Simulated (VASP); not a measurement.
Here is the system:

```
CELL_PARAMETERS angstrom
      3.97965     0.00000     0.00000
      0.00000     4.31835     0.00000
      0.00000     0.00000    19.15711
ATOMIC_POSITIONS crystal
  Ge 0.75000 0.89090 0.56360
  Ge 0.25000 0.39090 0.43640
  Se 0.25000 0.48370 0.56765
  Se 0.75000 0.98370 0.43235
```

Computed with PBE GGA, VASP's PBE PAW potentials (set 64) (plane waves; VASP). Numerical set-up: 400 eV cut-off, 5×5×1 Γ-centred mesh, Gaussian smearing of 0.050 eV, potentials Ge_d Se.

The cell holds a wide vacuum, so values per volume refer to the whole cell.

Q: Predict the energy per atom (σ→0).

A: 
```yaml
energy per atom (σ→0): -4.210 eV/atom
```

Total energies compare only between runs with the same potentials, cut-off and functional.

The cell is a sheet with vacuum, built from a generated structure.
